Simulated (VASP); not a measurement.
# A VASP study of V3Sb2 (LDA): structure first, properties next, part 4 of 8

Wanted: the relaxed cell of V3Sb2 and its properties. The start is a computed cell from the Materials Project.

VASP 6.6.1; LDA, spin-polarised from a ferromagnetic start; plane waves and PAW (V_sv, Sb).

So far. Step 5 (Band structure (LDA)): There is no gap at this level. Step 6 (Total and projected DOS (LDA)): The finer mesh and the other smearing move the Fermi level by -0.01 eV from the 6×6×6 run, a small shift, which tests the Fermi level alone. Of the states within 0.3 eV of the Fermi level, the largest shares in the PAW spheres are V d 75 %. The rest lies in smaller channels or between the spheres.

## 7. Vibrations at Γ (LDA)

Zone-centre modes test whether the atoms sit at a minimum within this cell. IBRION = 8 takes the force constants from linear response, which needs tightly converged orbitals.

INCAR reads:

```
SYSTEM = V3Sb2
PREC = Accurate
ENCUT = 400
EDIFF = 1E-08
NELM = 100
ISMEAR = 1
SIGMA = 0.2
LREAL = .FALSE.
ALGO = Normal
GGA = CA
NBANDS = 72
ISPIN = 2
MAGMOM = 2 2 2 2 2 2 0 0 0 0
LASPH = .TRUE.
LMAXMIX = 4
LORBIT = 11
LWAVE = .FALSE.
LCHARG = .FALSE.
KPAR = 8
IBRION = 8
ISIF = 2
```

POSCAR reads:

```
V3Sb2
1.0
   -5.3988009902      0.0000000000      0.0000000000
    2.6994004951     -4.6754988076      0.0000000000
    2.6994004951      1.5584996025      6.6653027918
V Sb
6 4
Direct
    0.7299257439      0.6016045548      0.3315302987
    0.7299257439      0.1283211891      0.3315302987
    0.2032091096      0.6016045548      0.3315302987
    0.7967908904      0.3983954452      0.6684697013
    0.2700742561      0.3983954452      0.6684697013
    0.2700742561      0.8716788109      0.6684697013
    0.2195697718      0.1097848859      0.3293546577
    0.7804302282      0.8902151141      0.6706453423
    0.6618531400      0.3309265700      0.9927797100
    0.3381468600      0.6690734300      0.0072202900
```

KPOINTS reads:

```
Automatic mesh
0
Gamma
7 7 7
0 0 0
```

The projector-augmented-wave data sets are V_sv and Sb (LDA family, release 64).

The run is started by

```
$ mpirun -np 8 vasp_std
```

The program printed:

```text
[... set-up lines as in an earlier step ...]
 entering main loop
       N       E                     dE             d eps       ncg     rms          rms(c)
DAV:   1     0.121704550017E+04    0.12170E+04   -0.46649E+04 13792   0.115E+03
DAV:   2    -0.145387660164E+02   -0.12316E+04   -0.11815E+04 13440   0.428E+02
DAV:   3    -0.833144752070E+02   -0.68776E+02   -0.65879E+02 15000   0.112E+02
DAV:   4    -0.851842878995E+02   -0.18698E+01   -0.18613E+01 14632   0.183E+01
DAV:   5    -0.852129830794E+02   -0.28695E-01   -0.28687E-01 14736   0.257E+00    0.506E+01
DAV:   6    -0.811685815204E+02    0.40444E+01   -0.39189E+01 14064   0.324E+01    0.126E+01
DAV:   7    -0.810182301122E+02    0.15035E+00   -0.55590E+00 14056   0.129E+01    0.121E+01
DAV:   8    -0.808224395795E+02    0.19579E+00   -0.10400E+00 14168   0.523E+00    0.328E+00
DAV:   9    -0.807992749811E+02    0.23165E-01   -0.12791E-01 15136   0.147E+00    0.961E-01
DAV:  10    -0.807955617235E+02    0.37133E-02   -0.20225E-02 14000   0.832E-01    0.512E-01
DAV:  11    -0.807950401479E+02    0.52158E-03   -0.16285E-03 14864   0.193E-01    0.119E-01
DAV:  12    -0.807950108296E+02    0.29318E-04   -0.28350E-04 14568   0.758E-02    0.531E-02
DAV:  13    -0.807950119705E+02   -0.11410E-05   -0.48207E-05 13824   0.341E-02    0.243E-02
DAV:  14    -0.807950136042E+02   -0.16337E-05   -0.35957E-06 14368   0.806E-03    0.948E-03
DAV:  15    -0.807950137150E+02   -0.11078E-06   -0.54769E-07 13936   0.346E-03    0.305E-03
DAV:  16    -0.807950136667E+02    0.48245E-07   -0.17885E-07 13408   0.190E-03    0.126E-03
DAV:  17    -0.807950136592E+02    0.74833E-08   -0.29863E-08 11576   0.698E-04
   1 F= -.80795014E+02 E0= -.80787243E+02  d E =-.233132E-01  mag=     0.0000
 Linear response reoptimize wavefunctions to high precision
DAV:   1    -0.807950136536E+02    0.56862E-08   -0.50459E-09  7864   0.366E-04
DAV:   2    -0.807950136537E+02   -0.11278E-09   -0.67040E-10  7312   0.119E-04
DAV:   3    -0.807950136537E+02    0.14552E-10   -0.10619E-10  7160   0.547E-05
 Linear response DOF=           6
 Linear response progress:
  Degree of freedom:   1/  6
       N       E                     dE             d eps       ncg     rms          rms(c)
RMM:   1    -0.110049744380E+01   -0.11005E+01   -0.17856E+01 50074   0.426E+01
RMM:   2    -0.986150103909E+00    0.11435E+00   -0.27983E-01 69157   0.262E+00    0.246E-01
RMM:   3    -0.990680915245E+00   -0.45308E-02   -0.27841E-02 77023   0.686E-01    0.313E-01
RMM:   4    -0.989936231836E+00    0.74468E-03   -0.20671E-03 72571   0.224E-01    0.170E-01
RMM:   5    -0.989306714294E+00    0.62952E-03   -0.67831E-04 77879   0.119E-01    0.135E-01
RMM:   6    -0.989014094893E+00    0.29262E-03   -0.28183E-04 70528   0.733E-02    0.514E-02
RMM:   7    -0.988820177936E+00    0.19392E-03   -0.64979E-05 83704   0.342E-02    0.207E-02
RMM:   8    -0.988756090474E+00    0.64087E-04   -0.20165E-05 75313   0.189E-02    0.343E-02
RMM:   9    -0.988683462393E+00    0.72628E-04   -0.11284E-05 71924   0.132E-02    0.458E-03
RMM:  10    -0.988654240673E+00    0.29222E-04   -0.32852E-06 95588   0.523E-03    0.127E-03
RMM:  11    -0.988664086576E+00   -0.98459E-05   -0.14116E-06 88089   0.194E-03    0.247E-03
RMM:  12    -0.988671846391E+00   -0.77598E-05   -0.37401E-07 80061   0.107E-03    0.444E-04
RMM:  13    -0.988678148182E+00   -0.63018E-05   -0.42026E-07 97893   0.414E-04    0.150E-04
RMM:  14    -0.988680061986E+00   -0.19138E-05   -0.93890E-08 85655   0.221E-04    0.317E-04
RMM:  15    -0.988681134578E+00   -0.10726E-05   -0.45754E-08 79652   0.154E-04    0.306E-05
RMM:  16    -0.988681479122E+00   -0.34454E-06   -0.47431E-08104617   0.734E-05    0.111E-05
RMM:  17    -0.988681422427E+00    0.56696E-07   -0.74102E-09 98334   0.382E-05    0.399E-06
RMM:  18    -0.988681415096E+00    0.73311E-08    0.90590E-09107391   0.249E-05    0.154E-06
 first order change of Fermi-energy  -0.12266E-02
 force on displaced ion       1 direction 1 :  -8.587  -1.816  -1.314
 Linear response progress:
  Degree of freedom:   2/  6
       N       E                     dE             d eps       ncg     rms          rms(c)
RMM:   1    -0.111734996360E+01   -0.11173E+01   -0.18245E+01 28958   0.427E+01
RMM:   2    -0.100024711544E+01    0.11710E+00   -0.28018E-01 40886   0.253E+00    0.264E-01
RMM:   3    -0.100800421422E+01   -0.77571E-02   -0.30255E-02 42925   0.699E-01    0.718E-01
RMM:   4    -0.100392207178E+01    0.40821E-02   -0.39381E-03 38555   0.306E-01    0.133E-01
RMM:   5    -0.100384036499E+01    0.81707E-04   -0.96499E-04 45759   0.136E-01    0.192E-01
RMM:   6    -0.100325591315E+01    0.58445E-03   -0.35227E-04 40803   0.861E-02    0.417E-02
RMM:   7    -0.100308429319E+01    0.17162E-03   -0.62527E-05 50239   0.344E-02    0.264E-02
RMM:   8    -0.100304512129E+01    0.39172E-04   -0.20685E-05 44158   0.196E-02    0.309E-02
RMM:   9    -0.100296761508E+01    0.77506E-04   -0.65137E-06 43210   0.118E-02    0.444E-03
RMM:  10    -0.100294243039E+01    0.25185E-04   -0.56148E-07 56207   0.460E-03    0.119E-03
RMM:  11    -0.100295362005E+01   -0.11190E-04   -0.19679E-07 55231   0.148E-03    0.435E-04
RMM:  12    -0.100295787350E+01   -0.42535E-05    0.62317E-08 57480   0.506E-04    0.192E-04
RMM:  13    -0.100296106568E+01   -0.31922E-05   -0.13718E-08 54406   0.232E-04    0.450E-05
RMM:  14    -0.100296160379E+01   -0.53812E-06   -0.19635E-09 57800   0.121E-04    0.139E-05
RMM:  15    -0.100296159596E+01    0.78292E-08   -0.85569E-09 59078   0.649E-05    0.535E-06
 first order change of Fermi-energy  -0.40376E-01
 force on displaced ion       1 direction 3 :  -1.304   0.753 -11.023
 Linear response progress:
  Degree of freedom:   3/  6
       N       E                     dE             d eps       ncg     rms          rms(c)
RMM:   1    -0.353993991261E-01   -0.35399E-01    0.23966E-02 85745   0.971E-01
RMM:   2    -0.311566760272E-01    0.42427E-02   -0.48661E-03 74838   0.203E-01    0.105E-01
RMM:   3    -0.319454362935E-01   -0.78876E-03   -0.13203E-03 68486   0.137E-01    0.332E-01
RMM:   4    -0.311062633516E-01    0.83917E-03   -0.50792E-04 67534   0.939E-02    0.404E-02
RMM:   5    -0.311533844973E-01   -0.47121E-04   -0.10973E-04 77666   0.307E-02    0.260E-02
RMM:   6    -0.311509327439E-01    0.24518E-05   -0.18882E-05 72170   0.162E-02    0.171E-02
RMM:   7    -0.311461001056E-01    0.48326E-05   -0.40158E-06 74655   0.899E-03    0.487E-03
RMM:   8    -0.311448897865E-01    0.12103E-05   -0.11412E-06 94243   0.341E-03    0.120E-03
RMM:   9    -0.311449154313E-01   -0.25645E-07   -0.27259E-07 76079   0.126E-03    0.222E-03
RMM:  10    -0.311447849380E-01    0.13049E-06    0.72619E-08 71166   0.842E-04    0.377E-04
RMM:  11    -0.311445533789E-01    0.23156E-06   -0.20746E-08 84883   0.331E-04    0.456E-04
RMM:  12    -0.311443982210E-01    0.15516E-06   -0.15977E-08 73935   0.218E-04    0.106E-04
RMM:  13    -0.311444368832E-01   -0.38662E-07   -0.15006E-08 87442   0.101E-04    0.174E-04
RMM:  14    -0.311444688124E-01   -0.31929E-07   -0.20921E-08 72532   0.678E-05    0.251E-05
RMM:  15    -0.311445053065E-01   -0.36494E-07   -0.26956E-08 94764   0.252E-05    0.955E-06
RMM:  16    -0.311445221995E-01   -0.16893E-07   -0.27100E-08 93904   0.106E-05    0.526E-06
RMM:  17    -0.311445231946E-01   -0.99516E-09   -0.10888E-08 85603   0.643E-06    0.123E-06
 first order change of Fermi-energy   0.44257E-06
 force on displaced ion       7 direction 1 : -14.973  -0.000  -0.000
 Linear response progress:
  Degree of freedom:   4/  6
       N       E                     dE             d eps       ncg     rms          rms(c)
RMM:   1    -0.386695670209E-01   -0.38670E-01   -0.14030E-02 24404   0.783E-01
RMM:   2    -0.338214723108E-01    0.48481E-02   -0.44023E-03 18836   0.177E-01    0.105E-01
RMM:   3    -0.339349229617E-01   -0.11345E-03   -0.15984E-04 18171   0.813E-02    0.140E-01
RMM:   4    -0.338324026363E-01    0.10252E-03   -0.16273E-04 17566   0.499E-02    0.478E-02
RMM:   5    -0.338458098223E-01   -0.13407E-04   -0.35244E-05 21467   0.174E-02    0.125E-02
RMM:   6    -0.338425383071E-01    0.32715E-05   -0.46109E-06 18989   0.846E-03    0.636E-03
RMM:   7    -0.338398019083E-01    0.27364E-05   -0.10647E-06 20448   0.348E-03    0.153E-03
RMM:   8    -0.338367157955E-01    0.30861E-05   -0.21845E-07 23273   0.134E-03    0.701E-04
RMM:   9    -0.338359799540E-01    0.73584E-06   -0.61874E-09 20298   0.467E-04    0.194E-04
RMM:  10    -0.338359998356E-01   -0.19882E-07   -0.31377E-09 24166   0.167E-04    0.636E-05
RMM:  11    -0.338360119196E-01   -0.12084E-07    0.14460E-09 22294   0.427E-05    0.222E-05
RMM:  12    -0.338360380950E-01   -0.26175E-07   -0.55061E-10 23658   0.196E-05    0.901E-06
RMM:  13    -0.338360410927E-01   -0.29977E-08   -0.87607E-10 23930   0.892E-06    0.297E-06
 first order change of Fermi-energy  -0.26155E+00
 force on displaced ion       7 direction 3 :   0.000   0.000  -6.661
 Linear response progress:
  Degree of freedom:   5/  6
       N       E                     dE             d eps       ncg     rms          rms(c)
RMM:   1    -0.340211150774E-01   -0.34021E-01    0.63855E-05100205   0.732E-01
RMM:   2    -0.303308506776E-01    0.36903E-02   -0.39232E-03 73821   0.163E-01    0.138E-01
RMM:   3    -0.324073067295E-01   -0.20765E-02   -0.46125E-03 75776   0.187E-01    0.516E-01
RMM:   4    -0.302317848364E-01    0.21755E-02   -0.83848E-04 66305   0.128E-01    0.645E-02
RMM:   5    -0.302505733961E-01   -0.18789E-04   -0.12667E-04 73556   0.399E-02    0.181E-02
RMM:   6    -0.302500601887E-01    0.51321E-06   -0.17760E-05 75672   0.160E-02    0.221E-02
RMM:   7    -0.302432581654E-01    0.68020E-05   -0.46389E-06 70416   0.897E-03    0.358E-03
RMM:   8    -0.302386125009E-01    0.46457E-05   -0.12147E-06 87950   0.364E-03    0.158E-03
RMM:   9    -0.302384272503E-01    0.18525E-06   -0.30839E-07 80215   0.143E-03    0.205E-03
RMM:  10    -0.302382892013E-01    0.13805E-06    0.35665E-08 71892   0.794E-04    0.411E-04
RMM:  11    -0.302381368106E-01    0.15239E-06   -0.16863E-08 92504   0.292E-04    0.109E-04
RMM:  12    -0.302381706328E-01   -0.33822E-07    0.13427E-08 81178   0.116E-04    0.163E-04
RMM:  13    -0.302381952949E-01   -0.24662E-07    0.93562E-10 74266   0.712E-05    0.391E-05
RMM:  14    -0.302382010684E-01   -0.57735E-08    0.46117E-09 85295   0.294E-05    0.488E-05
 first order change of Fermi-energy   0.12649E-05
 force on displaced ion       9 direction 1 :  -7.484   0.005  -0.000
 Linear response progress:
  Degree of freedom:   6/  6
       N       E                     dE             d eps       ncg     rms          rms(c)
RMM:   1    -0.394546196679E-01   -0.39455E-01    0.21370E-02 25438   0.950E-01
RMM:   2    -0.343005999743E-01    0.51540E-02   -0.54329E-03 18820   0.221E-01    0.216E-01
RMM:   3    -0.370987556954E-01   -0.27982E-02   -0.41903E-03 20700   0.237E-01    0.549E-01
RMM:   4    -0.340113776992E-01    0.30874E-02   -0.14822E-03 18113   0.163E-01    0.921E-02
RMM:   5    -0.340910700106E-01   -0.79692E-04   -0.23062E-04 19212   0.514E-02    0.198E-02
RMM:   6    -0.340879911734E-01    0.30788E-05   -0.22254E-05 19943   0.210E-02    0.106E-02
RMM:   7    -0.340870089992E-01    0.98217E-06   -0.55883E-06 20435   0.917E-03    0.570E-03
RMM:   8    -0.340867338603E-01    0.27514E-06   -0.94619E-07 22035   0.364E-03    0.142E-03
RMM:   9    -0.340852856580E-01    0.14482E-05   -0.19291E-07 21725   0.121E-03    0.541E-04
RMM:  10    -0.340852889209E-01   -0.32629E-08   -0.18394E-08 23701   0.417E-04    0.201E-04
 first order change of Fermi-energy  -0.36043E-01
 force on displaced ion       9 direction 3 :   0.000   0.000 -15.854
 Linear response finished
```

Wall time 34 min (8 MPI ranks of AMD EPYC 9R45, shared host); peak memory 33 GiB; 4.3 h of CPU time.

(Part 4 of 8 ends here.)

[Lines on the potential files, build, host, timing and source positions are cut from VASP's logs without a mark.]

[Logs are printed without paths, hosts, clocks, repeated set-up lines and the standing remarks that a program may print on its own settings, such as how far it seeks lower states.]

[Hosts, paths, dates, database ids (printed as entryN), source tags and the programs' standing remarks are cut or masked in the printed files.]

[A measured line is paired with the nearest computed mode of its activity, which favours agreement.]

[In band tables of VASP the shares of atoms and orbitals are scaled to a sum of 1 inside the atoms' spheres.]
